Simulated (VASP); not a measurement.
Cost and result of VASP (PAW) for the band gap of P (black). Gaps are without spin-orbit coupling. Each level names its cell: its own relaxed one, PBE's, or the starting one. A gap is the smallest over the k-mesh and a band path; hybrids may have named points in place of the path, and GW has the mesh alone. The cost counts the self-consistent run with its band path or extra points (for GW, with the PBE run and the diagonalisation ahead of it), each on the mesh and cut-off of its row, so the ratios hold those differences too. With PBE it took about 2 core-minutes. Costs are core time on shared hosts, one run each; read them as rough ratios.

Without a dispersion term in the relaxation, distances and binding between the weakly bound layers, chains or molecules are unreliable, and so is what depends on them.

| level | k-mesh | cut-off (eV) | band gap (eV) | cost over PBE |
|---|---|---|---|---|
| LDA (own cell) | 11×11×8 | 520 | 0.00 | within a factor of 2 |
| PBE (own cell) | 8×8×6 | 520 | 0.13 | reference |
| PBEsol (own cell) | 11×11×8 | 520 | 0.00 | within a factor of 2 |
| PBE-D4 (own cell) | 11×11×8 | 520 | 0.00 | within a factor of 2 |
| SCAN (own cell) | 8×8×6 | 520 | 0.29 | about 3 times |
| r2SCAN (own cell) | 8×8×6 | 520 | 0.28 | about 4 times |
| r2SCAN+rVV10 (own cell) | 11×11×8 | 520 | 0.00 | … |

Fill in the missing entries.

- r2SCAN+rVV10 (own cell), cost over PBE: about 8 times

Left out are levels that failed, ran on another kind of processor or have no fit band path; at most nine are shown.

The compound is P in the black structure.
